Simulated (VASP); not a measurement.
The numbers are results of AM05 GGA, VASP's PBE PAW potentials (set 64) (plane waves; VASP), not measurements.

VASP input:

### POSCAR
```
AgCl
1
    0.0000000000     2.7410826974     2.7410826974
    2.7410826974     0.0000000000     2.7410826974
    2.7410826974     2.7410826974     0.0000000000
Ag Cl
1 1
Direct
  0.0000000000   0.0000000000   0.0000000000
  0.5000000000   0.5000000000   0.5000000000
```

### KPOINTS
```
Regular mesh
0
gamma
 9 9 9
0 0 0
```

### INCAR
```
ALGO = Normal
EDIFF = 1E-7
ENCUT = 520
GGA = AM
ISIF = 2
ISMEAR = -5
LASPH = .True.
LCHARG = .True.
LMAXMIX = 4
LORBIT = 11
LREAL = .False.
LWAVE = .False.
NEDOS = 601
NELM = 100
PREC = Accurate
SYSTEM = AgCl
```

POTCAR, in this order: Ag Cl (PBE.64 set). Program: vasp_std.

What VASP printed:

**OSZICAR**
```
       N       E                     dE             d eps       ncg     rms          rms(c)
DAV:   1     0.957674115652E+02    0.95767E+02   -0.88743E+03   966   0.125E+03
DAV:   2    -0.190634055968E+01   -0.97674E+02   -0.91478E+02  1050   0.250E+02
DAV:   3    -0.565473055899E+01   -0.37484E+01   -0.37363E+01  1055   0.526E+01
DAV:   4    -0.568453334483E+01   -0.29803E-01   -0.29799E-01  1040   0.519E+00
DAV:   5    -0.568496766657E+01   -0.43432E-03   -0.43432E-03  1080   0.619E-01    0.727E+00
DAV:   6    -0.553366100870E+01    0.15131E+00   -0.33257E-01   989   0.824E+00    0.473E+00
DAV:   7    -0.553173937649E+01    0.19216E-02   -0.83796E-02   930   0.230E+00    0.201E+00
DAV:   8    -0.553105161684E+01    0.68776E-03   -0.48762E-03   980   0.886E-01    0.327E-01
DAV:   9    -0.553112480870E+01   -0.73192E-04   -0.69600E-04  1010   0.364E-01    0.469E-02
DAV:  10    -0.553117238545E+01   -0.47577E-04   -0.59284E-05   960   0.766E-02    0.185E-02
DAV:  11    -0.553118866702E+01   -0.16282E-04   -0.18690E-05   960   0.372E-02    0.298E-03
DAV:  12    -0.553118876886E+01   -0.10183E-06   -0.41515E-07  1090   0.815E-03    0.178E-03
DAV:  13    -0.553118890918E+01   -0.14032E-06   -0.26175E-07   927   0.431E-03    0.888E-04
DAV:  14    -0.553118888230E+01    0.26880E-07   -0.37336E-08   695   0.183E-03
   1 F= -.55311889E+01 E0= -.55311889E+01  d E =0.000000E+00
```

File OUTCAR:
```
------------------------ aborting loop because EDIFF is reached ----------------------------------------
  FORCE on cell =-STRESS in cart. coord.  units (eV):
  Direction    XX          YY          ZZ          XY          YZ          ZX
  --------------------------------------------------------------------------------------
  Total       -0.0017886     -0.0017886     -0.0017886     -0.0000000      0.0000000      0.0000000
  in kB       -0.0695723     -0.0695723     -0.0695723     -0.0000000      0.0000000      0.0000000
  external PRESSURE =      -0.0695723 kB  Pullay stress =       0.0000000 kB
  volume of cell :       41.19
      direct lattice vectors                 reciprocal lattice vectors
     0.000000000  2.741082697  2.741082697    -0.182409674  0.182409674  0.182409674
     2.741082697  0.000000000  2.741082697     0.182409674 -0.182409674  0.182409674
     2.741082697  2.741082697  0.000000000     0.182409674  0.182409674 -0.182409674
  FREE ENERGIE OF THE ION-ELECTRON SYSTEM (eV)
  ---------------------------------------------------
  free  energy   TOTEN  =        -5.5311888823 eV

  energy  without entropy=       -5.5311888823  energy(sigma->0) =       -5.53118888

 total charge

# of ion       s       p       d       tot
------------------------------------------
    1        0.210   0.153   9.369   9.732
    2        1.591   3.450   0.000   5.041
--------------------------------------------------
tot          1.801   3.603   9.369  14.773
```
(Selected blocks of OUTCAR.)

The compound is AgCl in the rock salt structure. It was relaxed first.
